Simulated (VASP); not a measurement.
Crystal: MoS2.

```
Mo S
1.0
     3.16100    0.00000    0.00000
    -1.58050    2.73751    0.00000
     0.00000    0.00000   13.77040
Mo S
2 4
Direct
  0.33333 0.66667 0.25000
  0.66667 0.33333 0.75000
  0.66667 0.33333 0.36365
  0.66667 0.33333 0.13635
  0.33333 0.66667 0.86365
  0.33333 0.66667 0.63635
```

The cell was built by a generator and needn't be a form met in nature.

Base run:

| Item | Value |
| --- | --- |
| Program | VASP 6.6.1 |
| Functional | PBE |
| Potentials or basis | VASP PAW PBE potentials, release 64 (Mo_sv, S) |
| Cutoff | 520 eV |
| k mesh | 8 × 8 × 2 |
| Occupations | fermi-dirac, width 0.05 eV |
| Spin | no spin polarisation |

Its results: band gap on the k mesh 1.52 eV, indirect (least direct gap 2.02 eV); pressure 1.7 GPa; largest force 0.083 eV/Å.

Problem. After a change of settings the same cell gave: band gap on the k mesh 1.51 eV, indirect (least direct gap 2.01 eV); pressure 6.5 GPa; largest force 0.654 eV/Å. Which change was it?
A. dispersion from none to D3(BJ)
B. functional from PBE to rev-vdW-DF2
C. functional from PBE to optB88-vdW
D. functional from PBE to vdW-DF

Solution. D.

Caveats: this functional lacks dispersion, which binds the layers, so the pressure and a relaxed spacing across them are unreliable (some runs); the PAW data sets were made with another functional, which shifts forces and pressure a little (some runs).
